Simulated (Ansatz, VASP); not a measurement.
# KTaO3: VASP beside Ansatz, part 2 of 3

Aim: how closely do two programs agree when they are given the same cell, functional and k mesh? The cell is taken from a series of runs on this material, whose earlier steps may have relaxed, scaled, displaced or heated it; both programs get it as it stands.

VASP 6.6.1 and Ansatz 0.2.0.

So far: Starting point; VASP: zone-centre phonons, PBE.

**2. VASP: zone-centre phonons, PBE (continued)**

Level of this step: PBE; plane waves and PAW (O, K_sv, Ta_pv) (VASP).

Parts of OUTCAR (step 2):

```text
ion  position               nearest neighbor table
   1  0.500  0.000  0.000-   5 2.02   5 2.02   4 2.86   4 2.86   4 2.86   4 2.86
   2  0.000  0.500  0.000-   5 2.02   5 2.02   4 2.86   4 2.86   4 2.86   4 2.86
   3  0.000  0.000  0.500-   5 2.02   5 2.02   4 2.86   4 2.86   4 2.86   4 2.86
   4  0.500  0.500  0.500-   1 2.86   2 2.86   3 2.86   1 2.86   2 2.86   1 2.86   3 2.86   1 2.86
                             2 2.86   3 2.86   2 2.86   3 2.86   5 3.51   5 3.51   5 3.51   5 3.51
   5  0.000  0.000  0.000-   1 2.02   2 2.02   3 2.02   3 2.02   2 2.02   1 2.02   4 3.51   4 3.51
                             4 3.51   4 3.51   4 3.51   4 3.51   4 3.51   4 3.51

  LATTYP: Found a simple cubic cell.
 ALAT       =     4.0498442825

 Subroutine GETGRP returns: Found 48 space group operations
 (whereof 48 operations were pure point group operations)

The static configuration has the point symmetry O_h .

 Found     35 irreducible k-points:

   k-points           NKPTS =     35   k-points in BZ     NKDIM =     35   number of bands    NBANDS=     25

   dimension x,y,z NGX =    32 NGY =   32 NGZ =   32
   dimension x,y,z NGXF=    64 NGYF=   64 NGZF=   64

   ENCUT  =  600.0 eV  44.10 Ry    6.64 a.u.   8.09  8.09  8.09*2*pi/ulx,y,z

   NELECT =      38.0000    total number of electrons

 k-points in reciprocal lattice and weights: Automatic mesh
   0.00000000  0.00000000  0.00000000       0.002
   0.12500000  0.00000000  0.00000000       0.012
   0.25000000  0.00000000  0.00000000       0.012
   0.37500000  0.00000000  0.00000000       0.012
   0.50000000  0.00000000  0.00000000       0.006
   0.12500000  0.12500000  0.00000000       0.023
   0.25000000  0.12500000  0.00000000       0.047
   0.37500000  0.12500000  0.00000000       0.047
   0.50000000  0.12500000  0.00000000       0.023
[...]
0.50000000  0.50000000  0.37500000       0.012
   0.50000000  0.50000000  0.50000000       0.002

 average (electrostatic) potential at core
       1 -72.1519       2 -72.1519       3 -72.1519       4 -33.0579       5 -41.3423

  Total       -1.2651474     -1.2651474     -1.2651474      0.0000000     -0.0000000     -0.0000000
[...]
2     0.00000     1.14759    -0.00000
    3     0.00000    -0.00000     1.14759
 ion    5
    1     8.82779     0.00000     0.00000
    2    -0.00000     8.82779     0.00000
    3     0.00000     0.00000     8.82779

 Eigenvectors and eigenvalues of the dynamical matrix
 ----------------------------------------------------

   1 f  =   14.633304 THz    91.943760 2PiTHz  488.114477 cm-1    60.518455 meV
             X         Y         Z           dx          dy          dz
      2.024922  0.000000  0.000000     0.741576    0.096078    0.000000
      0.000000  2.024922  0.000000    -0.449287   -0.158583    0.000000
      0.000000  0.000000  2.024922    -0.449287    0.096078   -0.000000
      2.024922  2.024922  2.024922    -0.008161    0.001745    0.000000
      0.000000  0.000000  0.000000     0.050500   -0.010799   -0.000000

   2 f  =   14.633304 THz    91.943760 2PiTHz  488.114477 cm-1    60.518455 meV
             X         Y         Z           dx          dy          dz
      2.024922  0.000000  0.000000    -0.158583    0.449287   -0.000000
      0.000000  2.024922  0.000000     0.096078   -0.741576    0.000000
      0.000000  0.000000  2.024922     0.096078    0.449287   -0.000000
      2.024922  2.024922  2.024922     0.001745    0.008161    0.000000
      0.000000  0.000000  0.000000    -0.010799   -0.050500    0.000000

   3 f  =   14.633304 THz    91.943760 2PiTHz  488.114477 cm-1    60.518455 meV
             X         Y         Z           dx          dy          dz
      2.024922  0.000000  0.000000    -0.000000   -0.000000    0.459445
      0.000000  2.024922  0.000000     0.000000    0.000000    0.459445
      0.000000  0.000000  2.024922     0.000000   -0.000000   -0.758343
      2.024922  2.024922  2.024922    -0.000000    0.000000    0.008345
      0.000000  0.000000  0.000000     0.000000   -0.000000   -0.051641

   4 f  =    8.086606 THz    50.809644 2PiTHz  269.740142 cm-1    33.443500 meV
             X         Y         Z           dx          dy          dz
      2.024922  0.000000  0.000000     0.000000    0.653961   -0.256907
      0.000000  2.024922  0.000000     0.079584    0.000000    0.256907
      0.000000  0.000000  2.024922    -0.079584   -0.653961   -0.000000
      2.024922  2.024922  2.024922    -0.000000    0.000000   -0.000000
      0.000000  0.000000  0.000000     0.000000   -0.000000    0.000000

   5 f  =    8.086606 THz    50.809644 2PiTHz  269.740142 cm-1    33.443500 meV
             X         Y         Z           dx          dy          dz
      2.024922  0.000000  0.000000     0.000000    0.067048   -0.046901
      0.000000  2.024922  0.000000    -0.702357    0.000000    0.046901
      0.000000  0.000000  2.024922     0.702357   -0.067048    0.000000
      2.024922  2.024922  2.024922    -0.000000    0.000000    0.000000
      0.000000  0.000000  0.000000    -0.000000    0.000000    0.000000

   6 f  =    8.086606 THz    50.809644 2PiTHz  269.740142 cm-1    33.443500 meV
             X         Y         Z           dx          dy          dz
      2.024922  0.000000  0.000000     0.000000   -0.260460   -0.657114
      0.000000  2.024922  0.000000     0.019016   -0.000000    0.657114
      0.000000  0.000000  2.024922    -0.019016    0.260460   -0.000000
      2.024922  2.024922  2.024922     0.000000   -0.000000   -0.000000
      0.000000  0.000000  0.000000    -0.000000    0.000000   -0.000000

   7 f  =    5.204096 THz    32.698297 2PiTHz  173.589946 cm-1    21.522401 meV
             X         Y         Z           dx          dy          dz
      2.024922  0.000000  0.000000    -0.006043   -0.003850   -0.169477
      0.000000  2.024922  0.000000    -0.005796   -0.004014   -0.169477
      0.000000  0.000000  2.024922    -0.005796   -0.003850   -0.176694
      2.024922  2.024922  2.024922     0.031253    0.020759    0.913776
      0.000000  0.000000  0.000000    -0.009346   -0.006208   -0.273249

   8 f  =    5.204096 THz    32.698297 2PiTHz  173.589946 cm-1    21.522401 meV
             X         Y         Z           dx          dy          dz
      2.024922  0.000000  0.000000     0.097847   -0.141291   -0.000000
      0.000000  2.024922  0.000000     0.093851   -0.147307   -0.000000
      0.000000  0.000000  2.024922     0.093851   -0.141291   -0.000000
      2.024922  2.024922  2.024922    -0.506016    0.761802    0.000000
      0.000000  0.000000  0.000000     0.151315   -0.227803   -0.000000

   9 f  =    5.204096 THz    32.698297 2PiTHz  173.589946 cm-1    21.522401 meV
             X         Y         Z           dx          dy          dz
      2.024922  0.000000  0.000000    -0.147183   -0.093771    0.006959
      0.000000  2.024922  0.000000    -0.141172   -0.097764    0.006959
      0.000000  0.000000  2.024922    -0.141172   -0.093771    0.007255
      2.024922  2.024922  2.024922     0.761160    0.505590   -0.037519
      0.000000  0.000000  0.000000    -0.227612   -0.151188    0.011219

  10 f  =    0.014130 THz     0.088782 2PiTHz    0.471327 cm-1     0.058437 meV
             X         Y         Z           dx          dy          dz
      2.024922  0.000000  0.000000    -0.065626    0.237373    0.000614
      0.000000  2.024922  0.000000    -0.065467    0.237949    0.000614
      0.000000  0.000000  2.024922    -0.065467    0.237373    0.000615
      2.024922  2.024922  2.024922    -0.102072    0.370094    0.000957
      0.000000  0.000000  0.000000    -0.217694    0.789319    0.002041

  11 f  =    0.014130 THz     0.088782 2PiTHz    0.471327 cm-1     0.058437 meV
             X         Y         Z           dx          dy          dz
      2.024922  0.000000  0.000000    -0.226080   -0.062003   -0.076961
      0.000000  2.024922  0.000000    -0.225533   -0.062153   -0.076961
      0.000000  0.000000  2.024922    -0.225533   -0.062003   -0.077147
      2.024922  2.024922  2.024922    -0.351634   -0.096670   -0.119991
      0.000000  0.000000  0.000000    -0.749947   -0.206173   -0.255911

  12 f  =    0.014130 THz     0.088782 2PiTHz    0.471327 cm-1     0.058437 meV
             X         Y         Z           dx          dy          dz
      2.024922  0.000000  0.000000    -0.074215   -0.021024    0.233900
      0.000000  2.024922  0.000000    -0.074036   -0.021075    0.233900
      0.000000  0.000000  2.024922    -0.074036   -0.021024    0.234468
      2.024922  2.024922  2.024922    -0.115431   -0.032779    0.364679
      0.000000  0.000000  0.000000    -0.246185   -0.069909    0.777769

  13 f/i=    3.336057 THz    20.961066 2PiTHz  111.278895 cm-1    13.796818 meV
             X         Y         Z           dx          dy          dz
      2.024922  0.000000  0.000000    -0.297930    0.382468    0.000547
      0.000000  2.024922  0.000000    -0.230705    0.493916    0.000547
      0.000000  0.000000  2.024922    -0.230705    0.382468    0.000706
      2.024922  2.024922  2.024922    -0.065633    0.108808    0.000156
      0.000000  0.000000  0.000000     0.259349   -0.429955   -0.000615

  14 f/i=    3.336057 THz    20.961066 2PiTHz  111.278895 cm-1    13.796818 meV
             X         Y         Z           dx          dy          dz
      2.024922  0.000000  0.000000     0.484933    0.226630   -0.084478
      0.000000  2.024922  0.000000     0.375512    0.292668   -0.084478
      0.000000  0.000000  2.024922     0.375512    0.226630   -0.109095
      2.024922  2.024922  2.024922     0.106829    0.064474   -0.024033
      0.000000  0.000000  0.000000    -0.422135   -0.254768    0.094967

  15 f/i=    3.336057 THz    20.961066 2PiTHz  111.278895 cm-1    13.796818 meV
             X         Y         Z           dx          dy          dz
      2.024922  0.000000  0.000000    -0.093774   -0.043174   -0.438600
      0.000000  2.024922  0.000000    -0.072615   -0.055755   -0.438600
      0.000000  0.000000  2.024922    -0.072615   -0.043174   -0.566404
      2.024922  2.024922  2.024922    -0.020658   -0.012283   -0.124777
      0.000000  0.000000  0.000000     0.081631    0.048535    0.493057

 MACROSCOPIC STATIC DIELECTRIC TENSOR IONIC CONTRIBUTION
 ------------------------------------------------------
           1.790371     0.000000     0.000000
           0.000000     1.790371     0.000000
           0.000000     0.000000     1.790371
 ------------------------------------------------------

 ELASTIC MODULI CONTR FROM IONIC RELAXATION (kBar)
 Direction    XX          YY          ZZ          XY          YZ          ZX
 --------------------------------------------------------------------------------
 XX           0.0000      0.0000      0.0000      0.0000      0.0000      0.0000
 YY           0.0000      0.0000      0.0000      0.0000      0.0000      0.0000
 ZZ           0.0000      0.0000      0.0000      0.0000      0.0000      0.0000
 XY           0.0000      0.0000      0.0000      0.0000      0.0000      0.0000
 YZ           0.0000      0.0000      0.0000      0.0000      0.0000      0.0000
 ZX           0.0000      0.0000      0.0000      0.0000      0.0000      0.0000
 --------------------------------------------------------------------------------

 PIEZOELECTRIC TENSOR IONIC CONTR  for field in x, y, z        (C/m^2)
          XX          YY          ZZ          XY          YZ          ZX
  --------------------------------------------------------------------------------
  x     0.00000     0.00000     0.00000     0.00000     0.00000     0.00000
  y     0.00000     0.00000     0.00000     0.00000     0.00000     0.00000
  z     0.00000     0.00000     0.00000     0.00000     0.00000     0.00000
```

With imaginary modes the cell is no minimum, so the ionic parts of its dielectric, piezoelectric and elastic tensors have no meaning.

(Part 2 of 3 ends here.)

[Lines on the potential files, build, host, timing and source positions are cut from VASP's logs without a mark.]

[Logs are printed without paths, hosts, clocks, repeated set-up lines and the standing remarks that a program may print on its own settings, such as how far it seeks lower states.]

[Hosts, paths, dates, database ids (printed as entryN), source tags and the programs' standing remarks are cut or masked in the printed files.]
